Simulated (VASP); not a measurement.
Input:

```
CELL_PARAMETERS angstrom
      0.00000     2.18875     2.18875
      2.18875     0.00000     2.18875
      2.18875     2.18875     0.00000
ATOMIC_POSITIONS crystal
  Al 0.00000 0.00000 0.00000
  N  0.75000 0.75000 0.75000
```

Computed with PBEsol GGA, VASP's PBE PAW potentials (set 64) (plane waves; VASP). Numerical set-up: 520 eV cut-off, 12×12×12 Γ-centred mesh, tetrahedra with Blöchl corrections, potentials Al N.

Q: Estimate the energy per atom (σ→0), band gap (on the k-mesh) with the smallest direct gap where there is one.

A: 
```
Item                                         Result
-----------------------------------  --------------
band gap (on the k-mesh)                    3.18 eV
smallest direct gap (on the k-mesh)         4.08 eV
energy per atom (σ→0)                -7.806 eV/atom
```

The structure comes from a computed database's AlN entry (F-43m); how it stands against other phases isn't given here. It was relaxed first.
